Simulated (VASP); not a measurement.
# Si in VASP: relaxation of the atoms with PBEsol

Aim: the relaxation of the atoms of Si with PBEsol.

Everything below comes from runs of VASP 6.6.1. Logs are shortened: lines on timing, memory, paths and dates and some standing lists are left out, and cuts for length are marked.

### 1 Starting point

The cell holds a slab with vacuum, 8 atoms: a = 7.675 Å, b = 3.838 Å, c = 20.270 Å, α = 90.00°, β = 90.00°, γ = 90.00°.

The slab is cut from a database's or a generator's crystal, which needn't be the stable form of the element.

### 2 Relaxation of the atoms, PBEsol

Contents of INCAR:

```
PREC = Accurate ; ENCUT = 520
EDIFF = 1E-7 ; ISMEAR = 0
SIGMA = 0.05 ; LREAL = False
LASPH = True ; NELM = 80
ALGO = Normal ; ISIF = 2
LWAVE = False ; LCHARG = False
LDIPOL = True ; IDIPOL = 3
DIPOL = 0.5 0.5 0.500 ; GGA = PS
IBRION = 2 ; NSW = 100
EDIFFG = -0.015 ; KPAR = 8
```

Contents of KPOINTS:

```
Automatic mesh
0
Gamma
  4 6 1
```

Contents of POSCAR:

```
Si
1.0
    7.6751067090      0.0000000000      0.0000000000
    0.0000000000      3.8375533540      0.0000000000
    0.0000000000      0.0000000000     20.2703400000
Si
8
Direct
    0.5950000000      0.5000000000      0.4242652072
    0.2500000000      0.0000000000      0.5334671249
    0.0000000000      0.0000000000      0.4665328751
    0.3450000000      0.5000000000      0.6053346910
    0.9050000000      0.5000000000      0.3946653090
    0.7500000000      0.0000000000      0.5334671249
    0.5000000000      0.0000000000      0.4665328751
    0.6550000000      0.5000000000      0.5757347928
```

Potentials or basis: VASP PAW PBE potentials, release 64 (Si).

Command:

```sh
> cat potpaw_PBE.64/Si/POTCAR > POTCAR
> mpirun -np 8 vasp_std > vasp.out
```

OUTCAR:

```text
PREC = Accurate
   ENCUT = 520
   EDIFF = 1E-7
   ISMEAR = 0
   LREAL = False
   LASPH = True
   NELM = 80
   ISIF = 2
   GGA = PS
   IBRION = 2
   NSW = 100
   EDIFFG = -0.015

 ion  position               nearest neighbor table
   1  0.595  0.500  0.424-   7 2.22   7 2.22   5 2.45   8 3.10
   2  0.250  0.000  0.533-   3 2.35   7 2.35   4 2.52   4 2.52
   3  0.000  0.000  0.467-   2 2.35   6 2.35   5 2.52   5 2.52
   4  0.345  0.500  0.605-   8 2.45   2 2.52   2 2.52
   5  0.905  0.500  0.395-   1 2.45   3 2.52   3 2.52
   6  0.750  0.000  0.533-   8 2.22   8 2.22   3 2.35   7 2.35
   7  0.500  0.000  0.467-   1 2.22   1 2.22   6 2.35   2 2.35
   8  0.655  0.500  0.576-   6 2.22   6 2.22   4 2.45   1 3.10

  LATTYP: Found a simple orthorhombic cell.
 ALAT       =     3.8375533540
 B/A-ratio  =     2.0000000003
 C/A-ratio  =     5.2820998512

  Lattice vectors:

 A1 = (   0.0000000000,  -3.8375533540,   0.0000000000)
 A2 = (   7.6751067090,   0.0000000000,   0.0000000000)
 A3 = (   0.0000000000,   0.0000000000,  20.2703400000)

Analysis of symmetry for initial positions (statically):
=====================================================================
 Subroutine PRICEL returns:
 Original cell was already a primitive cell.

 Routine SETGRP: Setting up the symmetry group for a
 simple orthorhombic supercell.

 Subroutine GETGRP returns: Found  4 space group operations
 (whereof  2 operations were pure point group operations)
 out of a pool of  8 trial point group operations.

The static configuration has the point symmetry C_1h.
 The point group associated with its full space group is C_2h.

Analysis of symmetry for dynamics (positions and initial velocities):
=====================================================================
 Subroutine PRICEL returns:
 Original cell was already a primitive cell.

 Routine SETGRP: Setting up the symmetry group for a
 simple orthorhombic supercell.

 Subroutine GETGRP returns: Found  4 space group operations
 (whereof  2 operations were pure point group operations)
 out of a pool of  8 trial point group operations.

The dynamic configuration has the point symmetry C_1h.
 The point group associated with its full space group is C_2h.

 Subroutine INISYM returns: Found  4 space group operations
 (whereof  2 operations are pure point group operations),
 and found     1 'primitive' translations

----------------------------------------------------------------------------------------

                                     Primitive cell

  volume of cell :     597.0351

  direct lattice vectors                    reciprocal lattice vectors
     7.675106709  0.000000000  0.000000000     0.130291348  0.000000000  0.000000000
     0.000000000  3.837553354  0.000000000     0.000000000  0.260582696  0.000000000
     0.000000000  0.000000000 20.270340000     0.000000000  0.000000000  0.049333164

  length of vectors
     7.675106709  3.837553354 20.270340000     0.130291348  0.260582696  0.049333164

  position of ions in fractional coordinates (direct lattice)
     0.595000000  0.500000000  0.424265207
     0.250000000  0.000000000  0.533467125
     0.000000000  0.000000000  0.466532875
     0.345000000  0.500000000  0.605334691
     0.905000000  0.500000000  0.394665309
     0.750000000  0.000000000  0.533467125
     0.500000000  0.000000000  0.466532875
     0.655000000  0.500000000  0.575734793

  ion indices of the primitive-cell ions
   primitive index   ion index
                 1           1
                 2           2
                 3           3
                 4           4
                 5           5
                 6           6
                 7           7
                 8           8

----------------------------------------------------------------------------------------

 KPOINTS: Automatic mesh

Automatic generation of k-mesh.
 Grid dimensions read from file:
 generate k-points for:    4    6    1

 Generating k-lattice:

  Cartesian coordinates                     Fractional coordinates (reciprocal lattice)
     0.032572837  0.000000000  0.000000000     0.250000000  0.000000000  0.000000000
     0.000000000  0.043430449  0.000000000     0.000000000  0.166666667  0.000000000
     0.000000000  0.000000000  0.049333164     0.000000000  0.000000000  1.000000000

  Length of vectors
     0.032572837  0.043430449  0.049333164

  Shift w.r.t. Gamma in fractional coordinates (k-lattice)
     0.000000000  0.000000000  0.000000000

 Subroutine IBZKPT returns following result:
 ===========================================

 Found     12 irreducible k-points:

 Following reciprocal coordinates:
            Coordinates               Weight
  0.000000  0.000000  0.000000      1.000000
  0.250000  0.000000  0.000000      2.000000
  0.500000  0.000000  0.000000      1.000000
  0.000000  0.166667  0.000000      2.000000
  0.250000  0.166667  0.000000      4.000000
  0.500000  0.166667  0.000000      2.000000
  0.000000  0.333333  0.000000      2.000000
  0.250000  0.333333  0.000000      4.000000
  0.500000  0.333333  0.000000      2.000000
  0.000000  0.500000  0.000000      1.000000
  0.250000  0.500000  0.000000      2.000000
  0.500000  0.500000  0.000000      1.000000
   k-points           NKPTS =     12   k-points in BZ     NKDIM =     12   number of bands    NBANDS=     21
   number of dos      NEDOS =    301   number of ions     NIONS =      8
   total plane-waves  NPLWV = 288000
   dimension x,y,z NGX =    60 NGY =   30 NGZ =  160
   dimension x,y,z NGXF=   120 NGYF=   60 NGZF=  320
   ions per type =               8
   NGX,Y,Z   is equivalent  to a cutoff of  13.00, 13.00, 13.12 a.u.
   NGXF,Y,Z  is equivalent  to a cutoff of  25.99, 25.99, 26.24 a.u.
 SYSTEM =  unknown system
   PREC   = accura    normal or accurate (medium, high low for compatibility)
   ISTART =      0    job   : 0-new  1-cont  2-samecut
   ICHARG =      2    charge: 1-file 2-atom 10-const
   ISPIN  =      1    spin polarized calculation?
   LNONCOLLINEAR =      F non collinear calculations
   LSORBIT =      F    spin-orbit coupling
   LASPH  =      T    aspherical Exc in radial PAW
   ENCUT  =  520.0 eV  38.22 Ry    6.18 a.u.  14.27  7.14 37.69*2*pi/ulx,y,z
   NELM   =     80;   NELMIN=  2; NELMDL= -5     # of ELM steps
   EDIFF  = 0.1E-06   stopping-criterion for ELM
   LREAL  =      F    real-space projection
   EDIFFG = -.1E-01   stopping-criterion for IOM
   NSW    =    100    number of steps for IOM
   IBRION =      2    ionic relax: 0-MD 1-quasi-New 2-CG
   NFREE  =      1    steps in history (QN), initial steepest desc. (CG)
   ISIF   =      2    stress and relaxation
   ISYM   =      2    0-nonsym 1-usesym 2-fastsym
   POTIM  = 0.5000    time-step for ionic-motion
   TEBEG  =    0.0;   TEEND  =   0.0 temperature during run
   PSTRESS=    0.0 pullay stress
   NELECT =      32.0000    total number of electrons
   NUPDOWN=      -1.0000    fix difference up-down
   EMIN   =  10.00;   EMAX   =-10.00  energy-range for DOS
   EFERMI =   0.00;   METHOD = LEGACY
   ISMEAR =     0;   SIGMA  =   0.05  broadening in eV -4-tet -1-fermi 0-gaus
   EFERMI_NEDOS =   21; number of points for ismear=-14 and -15
   IALGO  =     38    algorithm
   IMIX   =      4    mixing-type and parameters
     AMIX     =   0.40;   BMIX     =  1.00
     AMIX_MAG =   1.60;   BMIX_MAG =  1.00
  volume/ion in A,a.u.               =      74.63       503.62
  Fermi-wavevector in a.u.,A,eV,Ry     =   0.617246  1.166426  5.183717  0.380992
  Thomas-Fermi vector in A             =   1.675263
   LORBIT       =      0    0 simple, 1 ext, 2 COOP (PROOUT), +10 PAW based schemes
   GGA     = PS    functional components
   LHFCALC =     F    Hartree Fock is set to
   AEXX    =    0.0000 exact exchange contribution
   IVDW    =     0    specifies the selected vdW correction
   LEPSILON=     F    determine dielectric tensor
   LRPA    =     F    only Hartree local field effects (RPA)
 conjugate gradient relaxation of ions
 non-spin polarized calculation
 Gauss-broadening in eV      SIGMA  =   0.05
  energy-cutoff  :      520.00
  volume of cell :      597.04
 maximum number of plane-waves:     16154
 NGX is ok and might be reduce to    60
   NGX = 29   NGY = 15   NGZ = 75

--------------------------------------- Ionic step        1  -------------------------------------------

 number of electron      31.9999999 magnetization

 Free energy of the ion-electron system (eV)
  ---------------------------------------------------
  ext. energy  EPLUGINS =         0.00000000
  ---------------------------------------------------
  free energy    TOTEN  =       -40.01171583 eV

  energy without entropy =      -40.00015858  energy(sigma->0) =      -40.00593720

------------------------ aborting loop because EDIFF is reached ----------------------------------------

  FORCE on cell =-STRESS in cart. coord.  units (eV):
  Direction    XX          YY          ZZ          XY          YZ          ZX
  --------------------------------------------------------------------------------------
  -------------------------------------------------------------------------------------
  Total       -4.4197508      4.9085280     -1.8693376      0.0000000      0.0000000     -3.8867346
  in kB      -11.8606498     13.1723108     -5.0164726      0.0000000      0.0000000    -10.4302708
  external PRESSURE =      -1.2349372 kB  Pullay stress =       0.0000000 kB
[... 107 lines left out ...]
  FREE ENERGIE OF THE ION-ELECTRON SYSTEM (eV)
  ---------------------------------------------------
  free  energy   TOTEN  =       -40.4969109215 eV

  energy  without entropy=      -40.4892809461  energy(sigma->0) =      -40.49309593

 dipolmoment           0.000000      0.000000      0.000000 electrons x Angstroem

[... ionic steps 4 to 25 ...]

--------------------------------------- Ionic step       26  -------------------------------------------

 number of electron      32.0000000 magnetization

------------------------ aborting loop because EDIFF is reached ----------------------------------------

  FORCE on cell =-STRESS in cart. coord.  units (eV):
  Direction    XX          YY          ZZ          XY          YZ          ZX
  --------------------------------------------------------------------------------------
  -------------------------------------------------------------------------------------
  Total       -2.6944978      1.4258680     -0.0013907      0.0000000      0.0000000     -0.0286896
  in kB       -7.2308363      3.8263971     -0.0037320      0.0000000      0.0000000     -0.0769902
  external PRESSURE =      -1.1360571 kB  Pullay stress =       0.0000000 kB
[... 69 lines left out ...]
  energy  without entropy=      -41.2049692166  energy(sigma->0) =      -41.20708262

--------------------------------------- Ionic step       28  -------------------------------------------

 number of electron      32.0000000 magnetization

 dipolmoment           0.000000      0.000000     -0.000000 electrons x Angstroem

 Free energy of the ion-electron system (eV)
  ---------------------------------------------------
  ext. energy  EPLUGINS =         0.00000000
  ---------------------------------------------------
  free energy    TOTEN  =       -41.20924464 eV

  energy without entropy =      -41.20506618  energy(sigma->0) =      -41.20715541

 E-fermi :  -2.1135     XC(G=0):  -3.2373

 val. band max:       -2.1596936433   @ k =   0.2500   0.1667   0.0000
 cond. band min:      -2.0667064068   @ k =   0.2500   0.5000   0.0000
 fundamental gap:      0.0929872365
 Fermi energy:        -2.1135268679

 k-point     1 :       0.0000    0.0000    0.0000
  band No.  band energies     occupation
      1     -14.2660      2.00000
      2     -11.9280      2.00000
      3     -11.5681      2.00000
      4     -10.6893      2.00000
      5      -8.6036      2.00000
      6      -7.5842      2.00000
[... 277 lines left out ...]
     20       0.1674      0.00000
     21       0.3321      0.00000

------------------------ aborting loop because EDIFF is reached ----------------------------------------

 vacuum level on the upper side and lower side of the slab       (xc-potential included)        -0.014        -0.014

  FORCE on cell =-STRESS in cart. coord.  units (eV):
  Direction    XX          YY          ZZ          XY          YZ          ZX
  --------------------------------------------------------------------------------------
  -------------------------------------------------------------------------------------
  Total       -2.7056714      1.4070875     -0.0320036      0.0000000      0.0000000     -0.0078327
  in kB       -7.2608214      3.7759984     -0.0858836      0.0000000      0.0000000     -0.0210195
  external PRESSURE =      -1.1902355 kB  Pullay stress =       0.0000000 kB

 VOLUME and BASIS-vectors are now :
 -----------------------------------------------------------------------------
  energy-cutoff  :      520.00
  volume of cell :      597.04
      direct lattice vectors                 reciprocal lattice vectors
     7.675106709  0.000000000  0.000000000     0.130291348  0.000000000  0.000000000
     0.000000000  3.837553354  0.000000000     0.000000000  0.260582696  0.000000000
     0.000000000  0.000000000 20.270340000     0.000000000  0.000000000  0.049333164
[... 14 lines left out ...]
  FREE ENERGIE OF THE ION-ELECTRON SYSTEM (eV)
  ---------------------------------------------------
  free  energy   TOTEN  =       -41.2092446449 eV

  energy  without entropy=      -41.2050661800  energy(sigma->0) =      -41.20715541

 reached required accuracy - stopping structural energy minimisation

 vacuum level on the upper side and lower side of the slab         2.863         2.863
```

It took 14 min on 8 MPI ranks of Intel Xeon Platinum 8559C (Emerald Rapids), shared host; peak memory 0.77 GiB.

Results:

```yaml
Free_energy: -41.2092 eV
Energy_gained_by_relaxing: 149.7 meV/atom
Ionic_steps: 28
Largest_force_after_relaxing: 0.008 eV/Å
Band_gap_on_the_k_mesh: none (metal or under the smearing width)
```

Forces on the atoms (eV/Å):
```
Si  -0.003  0.000 -0.001
Si   0.007  0.000  0.002
Si  -0.007  0.000 -0.002
Si  -0.005  0.000 -0.003
Si   0.005  0.000  0.003
Si  -0.003  0.000 -0.008
Si   0.003  0.000  0.008
Si   0.003  0.000  0.001
```

Step by step:
```csv
step,energy change (eV),largest force (eV/Å),pressure (GPa)
1,0.0000,1.8585,-0.12
2,-0.4519,0.8453,-0.25
3,-0.4852,0.9165,-0.24
4,-0.6434,0.5660,-0.21
5,-0.6674,0.8789,-0.16
6,-0.7908,0.6574,-0.15
7,-0.9023,0.9796,-0.06
8,-0.9720,0.9164,-0.05
9,-1.0821,0.8912,-0.06
10,-1.1362,0.4208,-0.04
11,-1.1506,0.3978,0.00
12,-1.1693,0.2419,-0.01
13,-1.1781,0.2374,-0.02
14,-1.1863,0.1261,-0.07
15,-1.1866,0.1556,-0.08
16,-1.1893,0.1112,-0.10
17,-1.1910,0.1081,-0.13
18,-1.1933,0.0835,-0.13
19,-1.1946,0.1196,-0.12
20,-1.1963,0.0596,-0.12
21,-1.1963,0.0596,-0.12
22,-1.1969,0.0284,-0.11
23,-1.1971,0.0303,-0.11
24,-1.1973,0.0300,-0.11
25,-1.1973,0.0342,-0.11
26,-1.1975,0.0170,-0.11
27,-1.1975,0.0186,-0.11
28,-1.1975,0.0082,-0.12
```

Final structure:
```xyz
8
Lattice="7.6751 0.0000 0.0000 0.0000 3.8376 0.0000 0.0000 0.0000 20.2703" Properties=species:S:1:pos:R:3 pbc="T T T"
Si    5.0981    1.9188    8.7884
Si    1.9962    0.0000   10.7093
Si    7.5977    0.0000    9.5611
Si    2.2524    1.9188   12.0977
Si    7.3415    1.9188    8.1727
Si    5.7224    0.0000   11.0242
Si    3.8715    0.0000    9.2461
Si    4.4958    1.9188   11.4819
```

Caveat: the PAW data sets were made with another functional, which shifts forces and pressure a little.
